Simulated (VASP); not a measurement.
Consider the following.

```yaml
crystal:
  lattice:
    - [0.00000, 2.25350, 2.25350]
    - [2.25350, 0.00000, 2.25350]
    - [2.25350, 2.25350, 0.00000]
  atoms:
    - { symbol: Ga, position: [0.00000, 0.00000, 0.00000] }
    - { symbol: N, position: [0.75000, 0.75000, 0.75000] }
```

The numbers are results of r2SCAN meta-GGA with spin-orbit coupling, VASP's PBE PAW potentials (set 64) (plane waves; VASP), not measurements. Settings: 520 eV cut-off, 9×9×9 Γ-centred mesh, Gaussian smearing of 0.050 eV, potentials Ga_d N.

**Question.** Give the energies of bands 13 to 20 at the high-symmetry points, in eV from the valence-band maximum.

**Answer.** 
| band | Γ | X | U | L | W |
|---|---|---|---|---|---|
| 13 | -0.01 | -6.22 | -5.95 | -7.16 | -5.77 |
| 14 | -0.01 | -6.22 | -5.94 | -7.16 | -5.77 |
| 15 | 0.00 | -2.81 | -4.37 | -1.01 | -3.80 |
| 16 | 0.00 | -2.81 | -4.32 | -1.01 | -3.80 |
| 17 | 0.00 | -2.77 | -2.24 | -0.99 | -3.72 |
| 18 | 0.00 | -2.77 | -2.24 | -0.99 | -3.67 |
| 19 | 2.12 | 3.76 | 5.46 | 5.16 | 6.72 |
| 20 | 2.12 | 3.76 | 5.46 | 5.16 | 6.73 |

The gap is direct, 2.12 eV, from the valence maximum at Γ to the conduction minimum at Γ.

The structure comes from a computed database's GaN entry (F-43m); how it stands against other phases isn't given here. The cell was not relaxed at this level.
